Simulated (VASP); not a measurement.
```yaml
crystal:
  lattice:
    - [3.91680, 0.00000, 0.00000]
    - [0.00000, 3.91680, 0.00000]
    - [0.00000, 0.00000, 3.91680]
  atoms:
    - { symbol: Tl, position: [0.00000, 0.00000, 0.00000] }
    - { symbol: Cl, position: [0.50000, 0.50000, 0.50000] }
```

The base run (VASP): PBE GGA, plane waves, VASP's PBE PAW potentials (set 64). Settings: 400 eV cut-off, 6×6×6 Γ-centred mesh, Gaussian smearing of 0.050 eV, potentials Tl_d Cl.

One setting is varied; ΔE counts from the most expensive setting. The base run took about 7 core-seconds. Times come from single runs on busy shared machines, so they are rough: good to a factor of about 2.

Pressures at a finite cut-off, here 400 eV, hold a Pulay part, which wasn't tested here.

```
setting                          cost over the base run  electronic steps  ΔE (meV/atom)  pressure (GPa)
-------------------------------  ----------------------  ----------------  -------------  --------------
KPOINTS 3×3×3 Γ-centred mesh                  about 1/2                13            3.1           -0.45
KPOINTS 4×4×4 Γ-centred mesh       within a factor of 2                12            2.7           -0.30
KPOINTS 5×5×5 Γ-centred mesh       within a factor of 2                12           -0.1           -0.37
base run                                      reference                12            0.1           -0.36
KPOINTS 7×7×7 Γ-centred mesh       within a factor of 2                12            0.0           -0.37
KPOINTS 8×8×8 Γ-centred mesh       within a factor of 2                12            0.0           -0.36
KPOINTS 12×12×12 Γ-centred mesh           about 3 times                12            0.0           -0.36
```

Left out are runs that failed, have no time on record or changed the cell.

The compound is TlCl in the CsCl type structure. The cell was not relaxed at this level.
